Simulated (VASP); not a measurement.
## BaTiO3: stress against strain

BaTiO3 (tetragonal perovskite, P4mm, 13.501 Å³/atom and stress up to 0.19 GPa in the relaxed cell, c along z) under a strain ε along c (axis z), the other axes held. PBE in VASP (plane waves, PAW), 600 eV, 8×8×8 Γ-centred mesh, Gaussian smearing 0.05 eV; ions are relaxed, or left where forces stay under 0.02 eV/Å, within the symmetry of each cell. Against the start cell, which lies near the measured one, the relaxed cell differs by 5.0 % in volume and 4.6 % in c; the values below rest on it. Stress is positive for a compressed cell.

Here s stands for strain and y for stress zz.

| strain (%) | stress zz (GPa) |
|---|---|
| -3.00 | ? |
| -1.50 | 1.28 |
| -1.00 | 0.77 |
| -0.50 | 0.30 |
| 0.00 | -0.18 |
| 0.50 | -0.56 |
| 1.00 | -0.94 |
| 1.50 | -1.29 |

**Question.** Fit y against s with a straight line, and predict the withheld value at s = -3.00.

**Answer.** Means: s 0, y -0.089. About the means, the sum of products is -5.9950 and the sum of squares of s is 7.0000; the slope is their ratio. Least squares gives y = -0.089 - 0.8564·s. Residuals (row less fit): 0.084, 0.003, -0.039, -0.091, -0.043, 0.005, 0.084; standard error 0.072 (degrees of freedom: 5). The slope gives the elastic constant C33 = 86 ± 3 GPa (± standard error of the fit, which holds the terms cut off). At the withheld row, y = -0.089 - 0.8564 × (-3.0) = 2.480 GPa. The calculation gives 3.07 GPa, 0.590 GPa above the prediction (13.5 % of the range of y in the table). The row lies outside the fitted rows, so this is an extrapolation. From the scatter of the fitted rows alone, a prediction at this place has a standard error of 0.112 GPa, so the miss is 5.3 times that.

A polynomial of degree 2 through the 12 other runs of the series gives 3.03 there, so most of the miss is curvature that the fit leaves out. Rows are the converged runs of the series near zero and its far end, less any whose ions stayed unrelaxed beside relaxed ones; series whose fitted rows scatter by over a few per cent of the range, as at a crossing or softening among them, aren't shown in this form. Most that stay on the fit to the last digits aren't either.
